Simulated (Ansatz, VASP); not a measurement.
## Cross-check of Ge4H between VASP and Ansatz

One calculation is typed for both programs; each brings its own data sets. How far apart do they land? The cell is taken from a series of runs on this material, whose earlier steps may have relaxed, scaled, displaced or heated it; both programs get it as it stands.

Main program and level: Ansatz 0.2.0; plane waves, with VASP 6.6.1 beside it; single point at PBEsol, spin-orbit coupling.

## (1) The starting structure

The cell holds 10 atoms: 8 Ge and 2 H. Its edges and angles: a = 3.921 Å, b = 3.921 Å, c = 50.700 Å, α = 90.0°, β = 90.0°, γ = 120.0°. It derives from Ge. Vacuum lies along c.

## (2) Ansatz: single point, PBEsol, spin-orbit coupling

Ansatz runs on its PAW fully relativistic soft_1 files.

A single point gives forces, pressure and levels at one fixed geometry, so differences don't come from the geometry; what else differs is listed under the comparison.

The input, input.yaml:

```yaml
crystal:
  lattice:
    - [3.9207939646, 0.0, 0.0]
    - [-1.9603969823, 3.3955071763, 0.0]
    - [0.0, 0.0, 50.7]
  atoms:
    - { symbol: Ge, position: [0.3333333333, 0.6666666667, 0.3950028692] }
    - { symbol: Ge, position: [0.0, 0.0, 0.411069257] }
    - { symbol: Ge, position: [0.0, 0.0, 0.4591518505] }
    - { symbol: Ge, position: [0.6666666667, 0.3333333333, 0.4758908543] }
    - { symbol: Ge, position: [0.6666666667, 0.3333333333, 0.5241091457] }
    - { symbol: Ge, position: [0.3333333333, 0.6666666667, 0.5408481495] }
    - { symbol: Ge, position: [0.3333333333, 0.6666666667, 0.588930743] }
    - { symbol: Ge, position: [0.0, 0.0, 0.6049971308] }
    - { symbol: H, position: [0.3333333333, 0.6666666667, 0.3644108901] }
    - { symbol: H, position: [0.0, 0.0, 0.6355891099] }
  periodic: [true, true, false]
kpoints:
  mp_grid: { grid: [6, 6, 1] }
  band_path:
    path: [[0.0, 0.0, 0.0], [0.5, 0.0, 0.0], [0.3333333333, 0.3333333333, 0.0]]
    npoints: 1
hamiltonian:
  xc: pbesol
  pseudopotentials: { kind: paw_fr, azcp: { folder: soft_1 }, xc_functional: pbe }
scf:
  occupations: { method: fermi_dirac, width: 0.02 }
  n_extra_bands: 14
magnetization:
  noncollinear: true
  spin_orbit: true
output:
  eigenvalues: true
  forces: true
  stress: true
  write_density: true
  write_potential: true
  elf: true
  volumetric_format: npy
```

The run is started by

```console
ansatz run input.yaml --threads 3 --pin off --max-ram 92160MiB --backend cuda --events-out ev --progress --plain --runs-dir out --devices 1 --max-vram 13GiB
```

Numbers of over 12 decimals in the logs are rounded to 6 here.

The log of the run:

```text
scf.n_extra_bands = 14 over 114 filled bands (N_el = 114.0): the run solves 128 bands
GPUs: using 1 of 1 available (devices: 1).
Engine: ansatz 0.2.0, x86_64-unknown-linux-gnu
Pseudopotentials: kind: paw_fr
Pseudopotential: Ge, paw, valence charge 14, recommended cutoff 420 eV (normal), soft_1/Ge.paw.azcp
Pseudopotential: H, paw, valence charge 1, recommended cutoff 420 eV (normal), soft_1/H.paw.azcp
Functional definition: PBEsol
  exchange = pbesol_x
  correlation = pbesol_c
non-collinear run that drives no moment, with spin-orbit: no starting moment large enough to seed its density (crystal.atoms[].spin), no starting occupations that ask for one, no magnetisation constraint and no magnetic field, so the semilocal B_xc is pinned to zero
device memory: the entry about to start is reckoned to put 9.6 GiB on a device that reports 33.7 GiB free (of which the cap on the GPU budget leaves the run 13.0 GiB)
GPU FFT provider: cuFFT
GPU libraries: cuBLAS 13.8.2, cuFFT 12.4.0, cuSOLVER 12.3.4
Crystal: 10 atoms, lattice volume = 674.973 Å³
Basis set: ecut = 420 eV, 13369 PW (Γ), exchange–correlation on 54×54×720 points (8 copies of the dense FFT grid, shifted against one another)
Bands: 128, of which v1, the nominal top of the filled ones, is band 114 counted from 1 (113 counted from 0)
Symmetry: 12 space group operations + 12 with time reversal
Magnetic group: BNS 164.86 (UNI 1316), of the structure as read, at distance tolerance 8.8e-5 Å
k-points: 7 of 36
Projection manifold: j_resolved (fully-relativistic pseudo-atomic orbitals)
Non-local potential: Ge, projectors of the file, resolved by j, l = 0: 2, l = 1: 4, l = 2: 6, l = 3: 2
Non-local potential: H, projectors of the file, resolved by j, l = 0: 2, l = 1: 2
PAW form: soft (Blöchl's): semilocal exchange-correlation on the pseudo side does not see the compensation charge
PAW frozen core: Ge, regenerated for the run's functional, and the local potential with it (the file was generated under x = pbe(κ = 0.804, μ = 0.219515), c = pbe(β = 0.066725))
PAW one-centre angular grid: Ge, 590 points (default); XC on 64 Gauss nodes
PAW one-centre angular grid: H, 110 points (default); XC on 64 Gauss nodes
Initial density: superposition of atomic densities (neutral atoms: chi_scale 0, normalization atom)
Initial wavefunctions: pseudopotential atomic-orbital guess
GPU buffer pool allocated for 262440 grid points (all kernels)
GPU transforms: local potential and band sums: pruned to the plane-wave sphere, on 25×27×360
Functional: x = pbesol(κ = 0.804, μ = 0.123457), c = pbesol(β = 0.046)
iter 1 solved again at ethr=2.79e-3 eV; its pass at ethr=3.10e-3 eV (dr2=3.19e0 eV) is discarded
SCF iter   1: F=—  HF=-34060.049854 eV  |F-HF|=—  |Δ(HF+E_count)|=         —  Δρ=2.37e-2  dr2=3.16e0  dr2_m=0.00e0 (ungated)  ethr=2.79e-3  |M|=0.00e0 ∫|m|=0.00e0 μB  |m|>n=0.0e0 m-floor=0.0e0 τ_xc=0.0e0  β_m=0.30  ⟨swp⟩=1.3  Hψ=3027  notcnv=0
preconditioner: auto → Resta (q_TF=auto, 2.028 Å⁻¹)  ε∞=1.5  [insulator: Δε(μ)=0.648 eV  Ē_g=21.387 eV  σ=0.020 eV  W_gap=1.00  n_scr=110 (ndim 8)  ℏωp=15.3 eV  f_vac=0.694  D(μ)=0.00/eV (n_scr^D=0)  ε∞_Penn≈1.5  vacuum switching on, ρ_ref=3.3e-2 e/Å³]
spin=Noncollinear: Resta preconditioning applied to the charge; magnetization (m_x, m_y, m_z) channels mix plain (no charge-response kernel on spin).
SCF iter   2: F=—  HF=-34059.628084 eV  |F-HF|=—  |Δ(HF+E_count)|=   4.22e-1  Δρ=1.63e-2  dr2=1.49e0  dr2_m=0.00e0 (ungated)  ethr=2.77e-3  |M|=0.00e0 ∫|m|=0.00e0 μB  |m|>n=0.0e0 m-floor=0.0e0 τ_xc=0.0e0  β_m=0.63  ⟨swp⟩=1.9  Hψ=510  notcnv=0
SCF iter   3: F=—  HF=-34059.319110 eV  |F-HF|=—  |Δ(HF+E_count)|=   3.09e-1  Δρ=1.39e-3  dr2=9.65e-2  dr2_m=0.00e0 (ungated)  ethr=1.31e-3  |M|=0.00e0 ∫|m|=0.00e0 μB  |m|>n=0.0e0 m-floor=0.0e0 τ_xc=0.0e0  β_m=0.52  ⟨swp⟩=4.9  Hψ=912  notcnv=0  defer=6
SCF iter   4: F=—  HF=-34059.307697 eV  |F-HF|=—  |Δ(HF+E_count)|=   1.14e-2  Δρ=1.28e-3  dr2=1.96e-2  dr2_m=0.00e0 (ungated)  ethr=8.47e-5  |M|=0.00e0 ∫|m|=0.00e0 μB  |m|>n=0.0e0 m-floor=0.0e0 τ_xc=0.0e0  β_m=0.54  ⟨swp⟩=4.0  Hψ=701  notcnv=0  defer=40
SCF iter   5: F=—  HF=-34059.306348 eV  |F-HF|=—  |Δ(HF+E_count)|=   1.35e-3  Δρ=5.16e-4  dr2=1.06e-3  dr2_m=0.00e0 (ungated)  ethr=1.72e-5  |M|=0.00e0 ∫|m|=0.00e0 μB  |m|>n=0.0e0 m-floor=0.0e0 τ_xc=0.0e0  β_m=0.60  ⟨swp⟩=2.9  Hψ=646  notcnv=0  defer=46
SCF iter   6: F=—  HF=-34059.306506 eV  |F-HF|=—  |Δ(HF+E_count)|=   1.58e-4  Δρ=1.36e-4  dr2=4.22e-4  dr2_m=0.00e0 (ungated)  ethr=9.34e-7  |M|=0.00e0 ∫|m|=0.00e0 μB  |m|>n=0.0e0 m-floor=0.0e0 τ_xc=0.0e0  β_m=0.50  ⟨swp⟩=3.4  Hψ=923  notcnv=0  defer=46
SCF iter   7: F=—  HF=-34059.306473 eV  |F-HF|=—  |Δ(HF+E_count)|=   3.24e-5  Δρ=3.03e-5  dr2=7.40e-6  dr2_m=0.00e0 (ungated)  ethr=3.70e-7  |M|=0.00e0 ∫|m|=0.00e0 μB  |m|>n=0.0e0 m-floor=0.0e0 τ_xc=0.0e0  β_m=0.52  ⟨swp⟩=2.6  Hψ=535  notcnv=0  defer=46
[...]
SCF converged after 9 iterations
Magnetization: |M| = 0.0000 μB,  M = (+0.0000, +0.0000, +0.0000) μB
Absolute magnetization: 0.0000 μB (∫|m|)
  site 0: m = (+0.0000, +0.0000, +0.0000) μB, |m| = 0.0000 μB  (R = 0.64 Å)
  site 1: m = (+0.0000, +0.0000, +0.0000) μB, |m| = 0.0000 μB  (R = 0.99 Å)
  site 2: m = (+0.0000, +0.0000, +0.0000) μB, |m| = 0.0000 μB  (R = 1.00 Å)
  site 3: m = (+0.0000, +0.0000, +0.0000) μB, |m| = 0.0000 μB  (R = 1.00 Å)
  site 4: m = (+0.0000, +0.0000, +0.0000) μB, |m| = 0.0000 μB  (R = 1.00 Å)
  site 5: m = (+0.0000, +0.0000, +0.0000) μB, |m| = 0.0000 μB  (R = 1.00 Å)
  site 6: m = (+0.0000, +0.0000, +0.0000) μB, |m| = 0.0000 μB  (R = 0.99 Å)
  site 7: m = (+0.0000, +0.0000, +0.0000) μB, |m| = 0.0000 μB  (R = 0.64 Å)
  site 8: m = (+0.0000, +0.0000, +0.0000) μB, |m| = 0.0000 μB  (R = 0.64 Å)
  site 9: m = (+0.0000, +0.0000, +0.0000) μB, |m| = 0.0000 μB  (R = 0.64 Å)
Free energy (F): -34059.306468 eV
Harris-Foulkes:  -34059.306468 eV  (|F-HF|=7.66e-8)
Internal energy: -34059.306468 eV  (E = F + TS)
E sigma→0 (E₀):  -34059.306468 eV
Entropy (-TS):   -0.000000 eV (-0.000 meV/atom)
Fermi energy:    -3.731901 eV
--- Per-component energies (eV) ---
  E_band       = -2633.647664
  E_kinetic    = 772.651148
  E_local      = -751428.041872  (includes V_loc(G=0)·N_el)
  E_nonlocal   = 1763.189191
  E_hartree    = 374574.381917
  E_xc         = -586.615773
  E_vxc        = -544.664019  (∫ρ·V_xc dr)
  E_paw        = -15787.901956  (= ΣΔE_a)
  E_vpaw       = -2345.545370  (= ΣTr[D̂ρ^β])
  E_aug_tail   = -0.001690  (compensation charges beyond the density's cutoff)
  E_ewald      = 356625.664694
  E_core_change = 7.367873  (= ΣΔE_core)
  E_smearing   = -0.000000  (= −TS)
  E_closure    = -0.000000  (closes the sum)
  Σ components = -34059.306468   (vs F -34059.306468, Δ=0.00e0)
--- Forces (eV/Å), atoms counted from 1 ---
  atom   1  Ge     0.00000000     0.00000000    -0.00087306
  atom   2  Ge     0.00000000    -0.00000000     0.00427926
  atom   3  Ge    -0.00000000     0.00000000    -0.00326967
  atom   4  Ge     0.00000000    -0.00000000     0.00519251
  atom   5  Ge     0.00000000     0.00000000    -0.00519251
  atom   6  Ge    -0.00000000    -0.00000000     0.00326967
  atom   7  Ge     0.00000000     0.00000000    -0.00427926
  atom   8  Ge     0.00000000    -0.00000000     0.00087306
  atom   9  H      0.00000000    -0.00000000     0.00119740
  atom  10  H      0.00000000     0.00000000    -0.00119740
  max |Σ_I F_I| component: 9.25e-18 eV/Å
--- 2D stress c σ (N/m, compression-positive) ---
        5.656611      -0.000000       0.000000
       -0.000000       5.656611       0.000000
        0.000000       0.000000       0.000000
  P = ½ c Tr σ = 5.6566 N/m
--- Band table (eV; the first three rows and the last of 7) ---
  k-point 0: bands = [... 110 lower, -4.2125, -4.2125, -4.0184, -4.0184, -3.4453, -3.4453, -3.2430, -3.2430, ... 10 higher]
  k-point 1: bands = [... 110 lower, -5.0722, -5.0722, -4.6110, -4.6110, -2.5348, -2.5348, -2.3100, -2.3100, ... 10 higher]
  k-point 2: bands = [... 110 lower, -5.8408, -5.8408, -5.3646, -5.3646, -3.1916, -3.1916, -3.0382, -3.0382, ... 10 higher]
  k-point 6: bands = [... 110 lower, -6.8074, -6.8074, -6.7904, -6.7904, -2.2957, -2.2957, -2.1781, -2.1781, ... 10 higher]
  ° read free of the cell's end (the report's vacuum.weakly_bound_levels)
```

(Part 1 of 2 ends here.)

[Lines on the potential files, build, host, timing and source positions are cut from VASP's logs without a mark.]

[Logs are printed without paths, hosts, clocks, repeated set-up lines and the standing remarks that a program may print on its own settings, such as how far it seeks lower states.]

[Hosts, paths, dates, database ids (printed as entryN), source tags and the programs' standing remarks are cut or masked in the printed files.]
